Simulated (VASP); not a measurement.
System: GaSb (zinc blende type, first atom moved by 0.06 Å along [111]), 2 atoms in the cell.

```xyz
2
Lattice="0.0000 3.1100 3.1100 3.1100 0.0000 3.1100 3.1100 3.1100 0.0000" Properties=species:S:1:pos:R:3 pbc="T T T"
Ga    0.0346    0.0346    0.0346
Sb    1.5550    1.5550    1.5550
```

Code and potentials: VASP, Ga_d/Sb, 368 eV. Settings: k-mesh 4×4×4 Γ-centred; Fermi–Dirac smearing of 0.1 eV; no spin polarisation; no spin–orbit coupling. For HSE06: HFSCREEN = 0.208; HFRCUT = 0; PRECFOCK = Normal.

Plain PBE gives:

```json
{
  "Pressure": "0.56 GPa"
}
```

```csv
atom,Fx (eV/Å),Fy (eV/Å),Fz (eV/Å)
Ga1,-0.247,-0.247,-0.247
Sb2,0.247,0.247,0.247
```

(1) What changes under HSE06?

Results:

(1) The pressure goes down by 2.73 GPa to -2.17 GPa; the forces move by 65 meV/Å (rms):

```
atom  Fx (eV/Å)  Fy (eV/Å)  Fz (eV/Å)
 Ga1     -0.285     -0.285     -0.285
 Sb2      0.285      0.285      0.285
```

VASP prints the stress at a fixed plane-wave basis, so it holds the Pulay stress of this cutoff.

The k-mesh is coarse, so these values belong to this mesh and can lie far from the converged ones. Potentials made with PBE were used with another functional (at least in: VASP, Ga_d/Sb, 368 eV (HSE06)).
